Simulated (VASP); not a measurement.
Given:

```
CELL_PARAMETERS angstrom
      0.00000     2.18875     2.18875
      2.18875     0.00000     2.18875
      2.18875     2.18875     0.00000
ATOMIC_POSITIONS crystal
  Al 0.00000 0.00000 0.00000
  N  0.75000 0.75000 0.75000
```

These are PBEsol GGA, VASP's PBE PAW potentials (set 64) (plane waves; VASP 6.6.1) values and carry that method's errors. Run with 650 eV cut-off, 9×9×9 Γ-centred mesh, Gaussian smearing of 0.050 eV, potentials Al N.

Q: Give the elastic stiffness tensor with the ions relaxed (GPa, in the frame of the cell).

A: 
```tsv
	xx	yy	zz	yz	xz	xy
xx	288	159	159	0.0	0.0	0.0
yy	159	288	159	0.0	0.0	0.0
zz	159	159	288	0.0	0.0	0.0
yz	0.0	0.0	0.0	180	0.0	0.0
xz	0.0	0.0	0.0	0.0	180	0.0
xy	0.0	0.0	0.0	0.0	0.0	180
```

Q: Predict the Hill bulk modulus, Hill shear modulus, Young's modulus, Poisson's ratio.

A: 
- Hill bulk modulus: 202 GPa
- Hill shear modulus: 119 GPa
- Young's modulus: 299 GPa
- Poisson's ratio: 0.253

The structure comes from a computed database's AlN entry (F-43m); how it stands against other phases isn't given here. It was relaxed first.
